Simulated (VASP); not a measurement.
All values below come from PBEsol GGA with spin-orbit coupling, VASP's PBE PAW potentials (set 64) (plane waves; VASP 6.6.1).

The input files of a VASP run:

### INCAR
```
ALGO = Normal
EDIFF = 1E-6
ENCUT = 400
GGA = PS
GGA_COMPAT = .FALSE.
ISMEAR = 0
LASPH = .TRUE.
LCHARG = .FALSE.
LMAXMIX = 4
LREAL = .FALSE.
LSORBIT = .TRUE.
LWAVE = .FALSE.
MAGMOM = 12*0
NELM = 100
PREC = Accurate
SIGMA = 0.05
SYSTEM = ZnS
```

POSCAR:
```
ZnS
1
    1.8907594470    -3.2748913860     0.0000000000
    1.8907594470     3.2748913860    -0.0000000000
    0.0000000000     0.0000000000     6.2008511246
Zn S
2 2
Direct
  0.6666670000   0.3333330000   0.5002468963
  0.3333330000   0.6666670000   0.0002468963
  0.6666670000   0.3333330000   0.8747531037
  0.3333330000   0.6666670000   0.3747531037
```

File KPOINTS_OPT:
```
k-points along high-symmetry lines
5
Line-mode
Reciprocal
  0.000000   0.000000   0.000000 ! GAMMA
  0.000000   0.500000   0.000000 ! M

  0.000000   0.500000   0.000000 ! M
 -0.333333   0.666667   0.000000 ! K

 -0.333333   0.666667   0.000000 ! K
  0.000000   0.000000   0.000000 ! GAMMA

  0.000000   0.000000   0.000000 ! GAMMA
  0.000000   0.000000   0.500000 ! A

  0.000000   0.000000   0.500000 ! A
  0.000000   0.500000   0.500000 ! L

  0.000000   0.500000   0.500000 ! L
 -0.333333   0.666667   0.500000 ! H

 -0.333333   0.666667   0.500000 ! H
  0.000000   0.000000   0.500000 ! A

  0.000000   0.500000   0.500000 ! L
  0.000000   0.500000   0.000000 ! M

 -0.333333   0.666667   0.500000 ! H
 -0.333333   0.666667   0.000000 ! K
```

**KPOINTS**
```
Automatic mesh
0
Gamma
7 7 4
0 0 0
```

POTCAR, in this order: Zn S (PBE.64 set). Program: vasp_ncl.

The resulting files:

File OUTCAR:
```
 ion  position               nearest neighbor table
   1  0.667  0.333  0.500-   4 2.32   4 2.32   4 2.32   3 2.32
   2  0.333  0.667  0.000-   3 2.32   3 2.32   3 2.32   4 2.32
   3  0.667  0.333  0.875-   2 2.32   2 2.32   2 2.32   1 2.32
   4  0.333  0.667  0.375-   1 2.32   1 2.32   1 2.32   2 2.32
  LATTYP: Found a hexagonal cell.
 ALAT       =     3.7815188584
 C/A-ratio  =     1.6397779191
 Subroutine PRICEL returns:
 Original cell was already a primitive cell.
 Subroutine GETGRP returns: Found 12 space group operations
The static configuration has the point symmetry C_3v.
 The point group associated with its full space group is C_6v.
The dynamic configuration has the point symmetry C_3v.
The overall configuration has the point symmetry C_3v.
 Subroutine INISYM returns: Found 12 space group operations
 Subroutine IBZKPT returns following result:
 Found     32 irreducible k-points:

 Following reciprocal coordinates:
            Coordinates               Weight
  0.000000  0.000000  0.000000      1.000000
  0.142857  0.000000  0.000000      6.000000
  0.285714  0.000000  0.000000      6.000000
  0.428571  0.000000  0.000000      6.000000
...
```

**OSZICAR**
```
       N       E                     dE             d eps       ncg     rms          rms(c)
DAV:   1     0.263017744518E+03    0.26302E+03   -0.14354E+04  2816   0.167E+03
DAV:   2     0.179280982951E+02   -0.24509E+03   -0.23752E+03  2848   0.395E+02
DAV:   3    -0.145520436056E+02   -0.32480E+02   -0.32146E+02  3100   0.142E+02
DAV:   4    -0.159662948311E+02   -0.14143E+01   -0.14092E+01  3440   0.296E+01
DAV:   5    -0.159896664062E+02   -0.23372E-01   -0.23355E-01  3240   0.398E+00    0.103E+01
DAV:   6    -0.151453935875E+02    0.84427E+00   -0.20267E+00  3808   0.479E+01    0.783E+00
DAV:   7    -0.152024257201E+02   -0.57032E-01   -0.23440E+00  3076   0.867E+00    0.328E+00
DAV:   8    -0.151728693632E+02    0.29556E-01   -0.14904E-01  3560   0.626E+00    0.118E+00
DAV:   9    -0.151723879686E+02    0.48139E-03   -0.36844E-02  3568   0.329E+00    0.399E-01
DAV:  10    -0.151725881290E+02   -0.20016E-03   -0.18719E-03  3184   0.469E-01    0.177E-01
DAV:  11    -0.151726659506E+02   -0.77822E-04   -0.15211E-04  3580   0.247E-01    0.855E-02
DAV:  12    -0.151727208815E+02   -0.54931E-04   -0.14098E-04  2964   0.206E-01    0.197E-02
DAV:  13    -0.151727217340E+02   -0.85253E-06   -0.16730E-05  3360   0.476E-02    0.968E-03
DAV:  14    -0.151727219741E+02   -0.24009E-06   -0.13062E-06  2172   0.142E-02
   1 F= -.15172722E+02 E0= -.15172722E+02  d E =-.236206E-12  mag=     0.0000    -0.0000    -0.0000
       N       E                     dE             ncg
       N       E                     dE             ncg
```

### OUTCAR
```
------------------------ aborting loop because EDIFF is reached ----------------------------------------
  FORCE on cell =-STRESS in cart. coord.  units (eV):
  Direction    XX          YY          ZZ          XY          YZ          ZX
  --------------------------------------------------------------------------------------
  Total        0.0382426      0.0382426      0.0608951      0.0000000      0.0000000      0.0000000
  in kB        0.7978919      0.7978919      1.2705115      0.0000000      0.0000000      0.0000000
  external PRESSURE =       0.9554317 kB  Pullay stress =       0.0000000 kB
  volume of cell :       76.79
      direct lattice vectors                 reciprocal lattice vectors
     1.890759447 -3.274891386  0.000000000     0.264444005 -0.152676819  0.000000000
     1.890759447  3.274891386  0.000000000     0.264444005  0.152676819  0.000000000
     0.000000000  0.000000000  6.200851125     0.000000000  0.000000000  0.161268184
  FREE ENERGIE OF THE ION-ELECTRON SYSTEM (eV)
  ---------------------------------------------------
  free  energy   TOTEN  =       -15.1727219741 eV

  energy  without entropy=      -15.1727219741  energy(sigma->0) =      -15.17272197

 Ion:    1  E_soc:     -0.0085524

 Ion:    2  E_soc:     -0.0085524

 Ion:    3  E_soc:     -0.0017671

 Ion:    4  E_soc:     -0.0017671
```
(Selected blocks of OUTCAR.)

The compound is ZnS in the wurtzite structure, the high-temperature form. It was relaxed first.
